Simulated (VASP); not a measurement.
# BeCl3 (R-3m) in VASP: reference runs

How does BeCl3 come out in PBE? The cell is run as given.

Program: VASP 6.6.1. These are calculated values, not measurements. Logs are shortened: lines on timing, memory, paths and dates and some standing lists are left out, and cuts for length are marked.

**1. The crystal as given**

Symmetry: R-3m, No. 166, trigonal system. The conventional cell has a = 7.209 Å, b = 7.209 Å, c = 7.515 Å, α = 90.00°, β = 90.00°, γ = 120.00°. Be (site symmetry -3m) is surrounded by 2 Cl at 1.92 Å. Around Cl (site symmetry -3m) lie 2 Cl at 1.83 Å. Cl (site symmetry 3m) has 1 Cl at 1.83 Å and 1 Be at 1.92 Å as nearest neighbours.

The cell was built by a generator and needn't be a form met in nature.

**2. Single point, PBE**

Input file INCAR:

```
  PREC = Accurate
  ENCUT = 520
  EDIFF = 1E-7
  ISMEAR = -1
  SIGMA = 0.05
  LREAL = F
  LASPH = T
  NELM = 60
  ALGO = Normal
  ISIF = 2
  LWAVE = F
  LCHARG = T
  GGA = PE
  LELF = T
  LVHAR = T
  NBANDS = 20
```

Input file KPOINTS:

```
regular mesh
0
Gamma
  6 6 6
```

Input file POSCAR:

```
BeCl3
1.0
    3.6042760500      2.0809297500      2.5049783100
   -3.6042760500      2.0809297500      2.5049783100
    0.0000000000     -4.1618595000      2.5049783100
Be Cl
1 3
Direct
    0.5000000000      0.5000000000      0.5000000000
    0.0000000000      0.0000000000      0.0000000000
    0.2438947800      0.2438947800      0.2438947800
    0.7561052200      0.7561052200      0.7561052200
```

Potentials or basis: VASP PAW PBE potentials, release 64 (Be, Cl).

Started as:

```bash
cat potpaw_PBE.64/Be/POTCAR potpaw_PBE.64/Cl/POTCAR > POTCAR
mpirun -np 1 vasp_std > vasp.out
```

OUTCAR:

```text
PREC = Accurate
   ENCUT = 520
   EDIFF = 1E-7
   ISMEAR = -1
   LREAL = F
   LASPH = T
   NELM = 60
   ISIF = 2
   GGA = PE

 ion  position               nearest neighbor table
   1  0.500  0.500  0.500-   3 1.92   4 1.92
   2  0.000  0.000  0.000-   3 1.83   4 1.83
   3  0.244  0.244  0.244-   2 1.83   1 1.92
   4  0.756  0.756  0.756-   2 1.83   1 1.92

  LATTYP: Found a trigonal (rhomboedric) cell.
 ALAT       =     4.8575704630
 COS(alpha) =    -0.1011028063

  Lattice vectors:

 A1 = (   3.6042760500,   2.0809297500,   2.5049783100)
 A2 = (  -3.6042760500,   2.0809297500,   2.5049783100)
 A3 = (   0.0000000000,  -4.1618595000,   2.5049783100)

Analysis of symmetry for initial positions (statically):
=====================================================================
 Subroutine PRICEL returns:
 Original cell was already a primitive cell.

 Routine SETGRP: Setting up the symmetry group for a
 trigonal (rhombohedral) supercell.

 Subroutine GETGRP returns: Found 12 space group operations
 (whereof 12 operations were pure point group operations)
 out of a pool of 12 trial point group operations.

The static configuration has the point symmetry D_3d.

Analysis of symmetry for dynamics (positions and initial velocities):
=====================================================================
 Subroutine PRICEL returns:
 Original cell was already a primitive cell.

 Routine SETGRP: Setting up the symmetry group for a
 trigonal (rhombohedral) supercell.

 Subroutine GETGRP returns: Found 12 space group operations
 (whereof 12 operations were pure point group operations)
 out of a pool of 12 trial point group operations.

The dynamic configuration has the point symmetry D_3d.

 Subroutine INISYM returns: Found 12 space group operations
 (whereof 12 operations are pure point group operations),
 and found     1 'primitive' translations

----------------------------------------------------------------------------------------

                                     Primitive cell

  volume of cell :     112.7277

  direct lattice vectors                    reciprocal lattice vectors
     3.604276050  2.080929750  2.504978310     0.138724114  0.080092404  0.133068351
    -3.604276050  2.080929750  2.504978310    -0.138724114  0.080092404  0.133068351
     0.000000000 -4.161859500  2.504978310     0.000000000 -0.160184808  0.133068351

  length of vectors
     4.857570463  4.857570463  4.857570466     0.208245910  0.208245910  0.208245910

  position of ions in fractional coordinates (direct lattice)
     0.500000000  0.500000000  0.500000000
     0.000000000  0.000000000  0.000000000
     0.243894780  0.243894780  0.243894780
     0.756105220  0.756105220  0.756105220

  ion indices of the primitive-cell ions
   primitive index   ion index
                 1           1
                 2           2
                 3           3
                 4           4

----------------------------------------------------------------------------------------

 KPOINTS: regular mesh

Automatic generation of k-mesh.
 Grid dimensions read from file:
 generate k-points for:    6    6    6

 Generating k-lattice:

  Cartesian coordinates                     Fractional coordinates (reciprocal lattice)
     0.023120686  0.013348734  0.022178059     0.166666667  0.000000000 -0.000000000
    -0.023120686  0.013348734  0.022178059     0.000000000  0.166666667 -0.000000000
     0.000000000 -0.026697468  0.022178059    -0.000000000 -0.000000000  0.166666667

  Length of vectors
     0.034707652  0.034707652  0.034707652

  Shift w.r.t. Gamma in fractional coordinates (k-lattice)
     0.000000000  0.000000000  0.000000000

 Subroutine IBZKPT returns following result:
 ===========================================

 Found     32 irreducible k-points:

 Following reciprocal coordinates:
            Coordinates               Weight
  0.000000  0.000000  0.000000      1.000000
  0.166667 -0.000000 -0.000000      6.000000
  0.333333 -0.000000 -0.000000      6.000000
  0.500000 -0.000000 -0.000000      3.000000
  0.166667  0.166667 -0.000000      6.000000
  0.333333  0.166667 -0.000000     12.000000
[... 16 lines left out ...]
  0.500000  0.500000  0.166667      6.000000
 -0.333333  0.500000  0.166667     12.000000
 [... further k-points ...]
   k-points           NKPTS =     32   k-points in BZ     NKDIM =     32   number of bands    NBANDS=     20
   number of dos      NEDOS =    301   number of ions     NIONS =      4
   total plane-waves  NPLWV =  46656
   dimension x,y,z NGX =    36 NGY =   36 NGZ =   36
   dimension x,y,z NGXF=    72 NGYF=   72 NGZF=   72
   ions per type =               1   3
   NGX,Y,Z   is equivalent  to a cutoff of  12.32, 12.32, 12.32 a.u.
   NGXF,Y,Z  is equivalent  to a cutoff of  24.64, 24.64, 24.64 a.u.
 SYSTEM =  unknown system
   PREC   = accura    normal or accurate (medium, high low for compatibility)
   ISTART =      0    job   : 0-new  1-cont  2-samecut
   ICHARG =      2    charge: 1-file 2-atom 10-const
   ISPIN  =      1    spin polarized calculation?
   LNONCOLLINEAR =      F non collinear calculations
   LSORBIT =      F    spin-orbit coupling
   LASPH  =      T    aspherical Exc in radial PAW
   ENCUT  =  520.0 eV  38.22 Ry    6.18 a.u.   9.03  9.03  9.03*2*pi/ulx,y,z
   NELM   =     60;   NELMIN=  2; NELMDL= -5     # of ELM steps
   EDIFF  = 0.1E-06   stopping-criterion for ELM
   LREAL  =      F    real-space projection
   EDIFFG = 0.1E-05   stopping-criterion for IOM
   NSW    =      0    number of steps for IOM
   IBRION =     -1    ionic relax: 0-MD 1-quasi-New 2-CG
   NFREE  =      0    steps in history (QN), initial steepest desc. (CG)
   ISIF   =      2    stress and relaxation
   ISYM   =      2    0-nonsym 1-usesym 2-fastsym
   POTIM  = 0.5000    time-step for ionic-motion
   TEBEG  =    0.0;   TEEND  =   0.0 temperature during run
   PSTRESS=    0.0 pullay stress
   NELECT =      23.0000    total number of electrons
   NUPDOWN=      -1.0000    fix difference up-down
   EMIN   =  10.00;   EMAX   =-10.00  energy-range for DOS
   EFERMI =   0.00;   METHOD = LEGACY
   ISMEAR =    -1;   SIGMA  =   0.05  broadening in eV -4-tet -1-fermi 0-gaus
   EFERMI_NEDOS =   21; number of points for ismear=-14 and -15
   IALGO  =     38    algorithm
   IMIX   =      4    mixing-type and parameters
     AMIX     =   0.40;   BMIX     =  1.00
     AMIX_MAG =   1.60;   BMIX_MAG =  1.00
  volume/ion in A,a.u.               =      28.18       190.18
  Fermi-wavevector in a.u.,A,eV,Ry     =   0.963771  1.821263 12.637835  0.928855
  Thomas-Fermi vector in A             =   2.093345
   LORBIT       =      0    0 simple, 1 ext, 2 COOP (PROOUT), +10 PAW based schemes
   GGA     = PE    functional components
   LHFCALC =     F    Hartree Fock is set to
   AEXX    =    0.0000 exact exchange contribution
   IVDW    =     0    specifies the selected vdW correction
   LEPSILON=     F    determine dielectric tensor
   LRPA    =     F    only Hartree local field effects (RPA)
 non-spin polarized calculation
  energy-cutoff  :      520.00
  volume of cell :      112.73
 maximum number of plane-waves:      3059
   NGX = 19   NGY = 19   NGZ = 19

 number of electron      23.0000005 magnetization

 Free energy of the ion-electron system (eV)
  ---------------------------------------------------
  ext. energy  EPLUGINS =         0.00000000
  ---------------------------------------------------
  free energy    TOTEN  =        -4.54422164 eV

  energy without entropy =       -4.54394760  energy(sigma->0) =       -4.54408462

 E-fermi :   2.8706     XC(G=0):  -7.0643

 val. band max:        2.5341159480   @ k =   0.5000   0.1667   0.0000
 cond. band min:       3.1642807129   @ k =   0.5000   0.3333   0.3333
 fundamental gap:      0.6301647649
 Fermi energy:         2.8705800427

 k-point     1 :       0.0000    0.0000    0.0000
  band No.  band energies     occupation
      1     -19.5280      2.00000
      2     -16.9632      2.00000
      3     -12.6573      2.00000
      4      -8.6509      2.00000
      5      -5.0231      2.00000
      6      -5.0231      2.00000
[... 12 lines left out ...]
     19       8.9063      0.00000
     20       8.9063      0.00000

 k-point     2 :       0.1667   -0.0000   -0.0000
  band No.  band energies     occupation
      1     -19.5229      2.00000
      2     -16.9684      2.00000
      3     -12.6506      2.00000
      4      -8.6826      2.00000
      5      -5.1101      2.00000
      6      -5.0266      2.00000
[... 12 lines left out ...]
     19       9.4313      0.00000
     20       9.4400      0.00000

 k-point     3 :       0.3333   -0.0000   -0.0000
  band No.  band energies     occupation
      1     -19.5124      2.00000
      2     -16.9789      2.00000
      3     -12.6368      2.00000
      4      -8.7454      2.00000
      5      -5.2608      2.00000
      6      -5.0334      2.00000
[... 12 lines left out ...]
     19       9.5559      0.00000
     20      10.2810      0.00000

 k-point     4 :       0.5000   -0.0000   -0.0000
  band No.  band energies     occupation
      1     -19.5072      2.00000
      2     -16.9842      2.00000
      3     -12.6298      2.00000
      4      -8.7765      2.00000
      5      -5.3274      2.00000
      6      -5.0367      2.00000
[... 429 lines left out ...]
 k-point    23 :       0.5000    0.5000    0.1667
  band No.  band energies     occupation
      1     -19.4866      2.00000
      2     -16.9897      2.00000
      3     -12.6730      2.00000
      4      -8.6961      2.00000
      5      -5.5677      2.00000
      6      -5.2118      2.00000
[... 12 lines left out ...]
     19       9.6290      0.00000
     20       9.6385      0.00000

 k-point    24 :      -0.3333    0.5000    0.1667
  band No.  band energies     occupation
      1     -19.4922      2.00000
      2     -16.9845      2.00000
      3     -12.6644      2.00000
      4      -8.7408      2.00000
      5      -5.4695      2.00000
      6      -5.1926      2.00000
[... 12 lines left out ...]
     19       9.6343      0.00000
     20      10.5931      0.00000

 [... further k-points ...]

------------------------ aborting loop because EDIFF is reached ----------------------------------------

  FORCE on cell =-STRESS in cart. coord.  units (eV):
  Direction    XX          YY          ZZ          XY          YZ          ZX
  --------------------------------------------------------------------------------------
  -------------------------------------------------------------------------------------
  Total        0.0367883      0.0367883     47.8451841      0.0000000      0.0000000      0.0000000
  in kB        0.5228646      0.5228646    680.0144273      0.0000000      0.0000000      0.0000000
  external PRESSURE =     227.0200522 kB  Pullay stress =       0.0000000 kB

 VOLUME and BASIS-vectors are now :
 -----------------------------------------------------------------------------
  energy-cutoff  :      520.00
  volume of cell :      112.73
      direct lattice vectors                 reciprocal lattice vectors
     3.604276050  2.080929750  2.504978310     0.138724114  0.080092404  0.133068351
    -3.604276050  2.080929750  2.504978310    -0.138724114  0.080092404  0.133068351
     0.000000000 -4.161859500  2.504978310     0.000000000 -0.160184808  0.133068351

 POSITION                                       TOTAL-FORCE (eV/Angst)
 -----------------------------------------------------------------------------------
      0.00000      0.00000      3.75747         0.000000      0.000000      0.000000
      0.00000      0.00000      0.00000         0.000000      0.000000      0.000000
      0.00000      0.00000      1.83285         0.000000      0.000000     11.096749
      0.00000      0.00000      5.68208         0.000000     -0.000000    -11.096749
 -----------------------------------------------------------------------------------
    total drift:                               -0.000000     -0.000000      0.000000

  FREE ENERGIE OF THE ION-ELECTRON SYSTEM (eV)
  ---------------------------------------------------
  free  energy   TOTEN  =        -4.5442216403 eV

  energy  without entropy=       -4.5439475961  energy(sigma->0) =       -4.54408462
```

Run time: 57 s. Hardware: 1 thread of AMD EPYC 7R13 (Zen 3), shared host; peak memory 0.2 GiB.

Results:

| Quantity | Value |
| --- | --- |
| Free energy | -4.5442 eV |
| Pressure | 22.7 GPa |
| Largest force | 11.097 eV/Å |
| Band gap on the k mesh | none (metal or under the smearing width) |

Forces on the atoms (eV/Å):
```
Be    0.000   0.000   0.000
Cl    0.000   0.000   0.000
Cl    0.000   0.000  11.097
Cl    0.000   0.000 -11.097
```

Stress tensor (GPa, compression positive):
```
 0.05  0.00  0.00
 0.00  0.05  0.00
 0.00  0.00 68.00
```

Caveat: so large a pressure means that the cell lies far from this level's equilibrium, or that cutoff or potentials fall short; an odd number of electrons without spin polarisation forces a metal; a magnetic or distorted state may lie lower.
